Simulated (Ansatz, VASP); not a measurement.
## HAu3O in VASP and in Ansatz

File INCAR:

```
SYSTEM = HAu3O
PREC = Accurate
ENCUT = 520
EDIFF = 1E-6
ISMEAR = 0
SIGMA = 0.05
LREAL = .FALSE.
LASPH = .TRUE.
NELM = 100
ALGO = Normal
ISIF = 2
LWAVE = .FALSE.
LCHARG = .FALSE.
GGA = PE
NBANDS = 28
```

The input KPOINTS:

```
Automatic mesh
0
G
  4 4 4
  0 0 0
```

POSCAR

```
HAu3O
1.0
    4.4763182673      0.0000000000      0.0000000000
    0.0000000000      4.4763182673      0.0000000000
    0.0000000000      0.0000000000      4.4763182673
O H Au
1 1 3
Direct
    0.0000000000      0.0000000000      0.0000000000
    0.5000000000      0.5000000000      0.5000000000
    0.5000000000      0.5000000000      0.0000000000
    0.5000000000      0.0000000000      0.5000000000
    0.0000000000      0.5000000000      0.5000000000
```

Input for Ansatz:

```yaml
crystal:
  lattice:
    - [4.4763182422, 0.0, 0.0]
    - [0.0, 4.4763182422, 0.0]
    - [0.0, 0.0, 4.4763182422]
  atoms:
    - { symbol: O, position: [0.0, 0.0, 0.0] }
    - { symbol: H, position: [0.5, 0.5, 0.5] }
    - { symbol: Au, position: [0.5, 0.5, 0.0] }
    - { symbol: Au, position: [0.5, 0.0, 0.5] }
    - { symbol: Au, position: [0.0, 0.5, 0.5] }
basis:
  ecutwfc: 420
kpoints:
  mp_grid: { grid: [4, 4, 4] }
hamiltonian:
  xc: pbe
scf:
  occupations: { method: gaussian, width: 0.05 }
output:
  forces: true
  stress: true
  eigenvalues: true
```

The cell comes from a database or a generator and needn't be the stable form of this composition.

Alike in both runs: task single point; functional PBE; k mesh 4 × 4 × 4; occupations gaussian, width 0.05 eV; no spin polarisation.

|  | VASP | Ansatz |
| --- | --- | --- |
| version | VASP 6.6.1 | Ansatz 0.2.0 |
| potentials or method | VASP PAW PBE potentials, release 64 (O, H, Au) | scalar-relativistic, plane waves, PAW |
| plane-wave cutoff (eV) | 520 | 420 |
| valence electrons in the cell | 40 | 64 |

Ansatz gave:

- gap on the k mesh at the Fermi level (eV): 0.17
- least direct gap on the mesh (eV): 0.31
- pressure (GPa): -16.3

Task: What did VASP give for the same quantities?

Result: gap on the k mesh at the Fermi level (eV): 0.17; least direct gap on the mesh (eV): 0.31; pressure (GPa): -16.4.

With one functional, cell and mesh, what is left measures potentials, basis and numerics. The two sets of potentials don't hold the same shells in valence.

Caveats: so large a pressure means that the cell lies far from this level's equilibrium, or that cutoff or potentials fall short (VASP); spin-orbit coupling is left out, which moves the levels of the heavy elements.
